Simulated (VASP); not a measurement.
Given:

```xyz
2
Lattice="0.0000 3.0855 3.0855 3.0855 0.0000 3.0855 3.0855 3.0855 0.0000" Properties=species:S:1:pos:R:3 pbc="T T T"
Cd     0.0000     0.0000     0.0000
Se     1.5428     1.5428     1.5428
```

Level of theory: PBE GGA, VASP's PBE PAW potentials (set 64) (plane waves; VASP 6.6.1). Settings: 400 eV cut-off, 6×6×6 Γ-centred mesh, Gaussian smearing of 0.050 eV, potentials Cd Se.

### Question
Estimate the energy per atom (σ→0), band gap (on the k-mesh) with the smallest direct gap where there is one.

### Answer

| Property | Result |
|---|---|
| band gap (on the k-mesh) | 0.52 eV |
| smallest direct gap (on the k-mesh) | 0.52 eV |
| energy per atom (σ→0) | -2.745 eV/atom |

Total energies compare only between runs with the same potentials, cut-off and functional.

The compound is CdSe in the zinc blende structure, whereas wurtzite is the usual form. The cell was not relaxed at this level.
